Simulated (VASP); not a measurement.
Given:

```
PbTe
1.0
    0.00000     3.28329     3.28329
    3.28329     0.00000     3.28329
    3.28329     3.28329     0.00000
Te Pb
1 1
Direct
  0.50000   0.50000   0.50000
  0.00000   0.00000   0.00000
```

Calculation: PBE GGA, VASP's PBE PAW potentials (set 64) (plane waves; VASP 6.6.1). Numerical set-up: 520 eV cut-off, Gaussian smearing of 0.050 eV, potentials Te Pb_d.

Unless said otherwise, spin-orbit coupling is left out, though it shifts the bands of the heavy elements here.

### Question
Estimate the band gap (along the path) with the smallest direct gap where there is one.

### Answer

The band gap (along the path) is 0.83 eV and the smallest direct gap (along the path) is 0.83 eV.

Only differences to runs with the same potentials and settings are physical.

The compound is PbTe in the rock salt structure. It was relaxed first, which changed the volume by +5 %.
